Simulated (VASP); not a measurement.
These are PBEsol GGA, VASP's PBE PAW potentials (set 64) (plane waves; VASP) values and carry that method's errors.

The input files of a VASP run:

**INCAR**
```
# general
SYSTEM   =  GaSb
PREC     =  Accurate
ENCUT    =  500
LREAL    =  .FALSE.
LASPH    =  .TRUE.

# electronic loop
EDIFF    =  1E-6
NELM     =  100
ALGO     =  Normal
LMAXMIX  =  4

# smearing
ISMEAR   =  1
SIGMA    =  0.1

# functional
GGA      =  PS

# ions
IBRION   =  2
NSW      =  40
ISIF     =  3
EDIFFG   =  -0.02
PSTRESS  =  450

# output
LWAVE    =  .FALSE.
LCHARG   =  .FALSE.
```

**KPOINTS**
```
Automatic mesh
0
G
  12 12 12
```

**POSCAR**
```
GaSb
1.0
  0.0000000000   2.7033169277   2.7033169277
  2.7033169277   0.0000000000   2.7033169277
  2.7033169277   2.7033169277   0.0000000000
Ga Sb
1 1
Cartesian
  0.0000000000   0.0000000000   0.0000000000
  1.3516584638   1.3516584638   1.3516584638
```

POTCAR, in this order: Ga_d Sb (PBE.64 set). Program: vasp_std.

**Question.** What will the output report for the number of irreducible k-points (NKPTS), largest plane-wave count, number of space-group operations, FFT grid (NGX, NGY, NGZ)?

**Answer.** 
```json
{
 "number of irreducible k-points (NKPTS)": "72",
 "largest_plane_wave_count": "1018",
 "number_of_space_group_operations": "24",
 "FFT grid (NGX, NGY, NGZ)": "28 × 28 × 28"
}
```

The compound is GaSb in the zinc blende structure. It was relaxed first under an external pressure of 45 GPa.
